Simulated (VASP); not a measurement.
Calculation: PBEsol GGA, VASP's PBE PAW potentials (set 64) (plane waves; VASP).

The input files of a VASP run:

File KPOINTS:
```
Automatic mesh
0
Gamma
10 10 10
0 0 0
```

File POSCAR:
```
LuSe
1.0
  0.0000000000   2.7753169266   2.7753169266
  2.7753169266   0.0000000000   2.7753169266
  2.7753169266   2.7753169266   0.0000000000
Se Lu
1 1
Cartesian
  2.7753169266   2.7753169266   2.7753169266
  0.0000000000   0.0000000000   0.0000000000
```

**INCAR**
```
# general
SYSTEM  = LuSe
PREC    = Accurate
ENCUT   = 400   # plane-wave cut-off (eV)
LREAL   = .False.   # projection in real space or not
LASPH   = .True.   # aspherical one-centre terms

# electronic loop
EDIFF   = 1E-6
NELM    = 100   # most electronic steps
ALGO    = Normal
LMAXMIX = 6   # l cut-off of mixed one-centre charges

# smearing
ISMEAR  = 1   # Methfessel-Paxton
SIGMA   = 0.1   # width (eV)

# functional
GGA     = PS   # PBEsol

# ions
IBRION  = 2   # conjugate gradients
NSW     = 60   # most ionic steps
ISIF    = 3   # ions, shape and volume
EDIFFG  = -0.01   # ionic stop

# output
LWAVE   = .False.
LCHARG  = .False.
```

POTCAR, in this order: Se Lu_3 (PBE.64 set). Program: vasp_std.

What VASP printed:

OSZICAR:
```
       N       E                     dE             d eps       ncg     rms          rms(c)
DAV:   1     0.404953137712E+02    0.40495E+02   -0.61758E+03  1674   0.119E+03
DAV:   2    -0.988783121292E+01   -0.50383E+02   -0.47550E+02  1798   0.405E+02
DAV:   3    -0.121096999539E+02   -0.22219E+01   -0.21698E+01  1661   0.548E+01
DAV:   4    -0.121363887530E+02   -0.26689E-01   -0.25758E-01  1808   0.394E+00
DAV:   5    -0.121378959679E+02   -0.15072E-02   -0.11723E-02  1672   0.449E-01    0.210E+01
DAV:   6    -0.120616430451E+02    0.76253E-01   -0.22485E-01  1804   0.765E+00    0.131E+01
DAV:   7    -0.120752590853E+02   -0.13616E-01   -0.12352E-01  1849   0.694E+00    0.756E-01
DAV:   8    -0.120699477835E+02    0.53113E-02   -0.27885E-02  1876   0.237E+00    0.145E-01
DAV:   9    -0.120699591120E+02   -0.11329E-04   -0.59388E-04  1602   0.248E-01    0.669E-02
DAV:  10    -0.120699591692E+02   -0.57136E-07   -0.23254E-05  1778   0.615E-02    0.204E-02
DAV:  11    -0.120699584545E+02    0.71465E-06   -0.63851E-06  1538   0.265E-02
   1 F= -.12069958E+02 E0= -.12070152E+02  d E =-.120700E+02
       N       E                     dE             d eps       ncg     rms          rms(c)
DAV:   1    -0.120701686338E+02   -0.20946E-03   -0.61626E-03  1207   0.250E+00    0.121E-01
DAV:   2    -0.120700210839E+02    0.14755E-03   -0.27844E-04  1701   0.261E-01    0.616E-02
DAV:   3    -0.120699609598E+02    0.60124E-04   -0.17056E-04  1653   0.239E-01    0.217E-02
DAV:   4    -0.120699609354E+02    0.24406E-07   -0.20082E-06  1103   0.205E-02
   2 F= -.12069961E+02 E0= -.12070155E+02  d E =-.248084E-05
       N       E                     dE             d eps       ncg     rms          rms(c)
DAV:   1    -0.120700194082E+02   -0.58448E-04   -0.13429E-03  1199   0.119E+00    0.566E-02
DAV:   2    -0.120699878317E+02    0.31577E-04   -0.59315E-05  1721   0.120E-01    0.287E-02
DAV:   3    -0.120699745032E+02    0.13329E-04   -0.36497E-05  1647   0.114E-01    0.101E-02
DAV:   4    -0.120699743232E+02    0.17998E-06   -0.31257E-07   730   0.911E-03
   3 F= -.12069974E+02 E0= -.12070169E+02  d E =-.158687E-04
```

OUTCAR:
```
------------------------ aborting loop because EDIFF is reached ----------------------------------------
  FORCE on cell =-STRESS in cart. coord.  units (eV):
  Direction    XX          YY          ZZ          XY          YZ          ZX
  --------------------------------------------------------------------------------------
  Total        0.0004779      0.0004779      0.0004779     -0.0000000     -0.0000000      0.0000000
  in kB        0.0179306      0.0179306      0.0179306     -0.0000000     -0.0000000      0.0000000
  external PRESSURE =       0.0179306 kB  Pullay stress =       0.0000000 kB
  volume of cell :       42.70
      direct lattice vectors                 reciprocal lattice vectors
     0.000000000  2.774273004  2.774273004    -0.180227396  0.180227396  0.180227396
     2.774273004  0.000000000  2.774273004     0.180227396 -0.180227396  0.180227396
     2.774273004  2.774273004  0.000000000     0.180227396  0.180227396 -0.180227396
 POSITION                                       TOTAL-FORCE (eV/Angst)
 -----------------------------------------------------------------------------------
      2.77427      2.77427      2.77427        -0.000000     -0.000000     -0.000000
      0.00000      0.00000      0.00000         0.000000      0.000000      0.000000
 -----------------------------------------------------------------------------------
    total drift:                                0.000000      0.000000      0.000000
  FREE ENERGIE OF THE ION-ELECTRON SYSTEM (eV)
  ---------------------------------------------------
  free  energy   TOTEN  =       -12.0699743232 eV

  energy  without entropy=      -12.0705571789  energy(sigma->0) =      -12.07016861

 reached required accuracy - stopping structural energy minimisation
```
(Selected blocks of OUTCAR.)

**CONTCAR**
```
LuSe
   1.00000000000000
     0.0000000000000000    2.7742730041638421    2.7742730041638421
     2.7742730041638421    0.0000000000000000    2.7742730041638421
     2.7742730041638421    2.7742730041638421    0.0000000000000000
  Se              Lu
     1     1
Direct
     0.5000000000000000    0.5000000000000000    0.5000000000000000
     0.0000000000000000    0.0000000000000000    0.0000000000000000
```

The structure comes from a measured LuSe entry (Fm-3m) of the Crystallography Open Database, whose conditions weren't checked. This run relaxes it. Symmetry was kept, so distortions that lower it aren't found. The start is the result of an earlier pass. The electron count is odd and the run is not spin-polarised, which forces a metal.
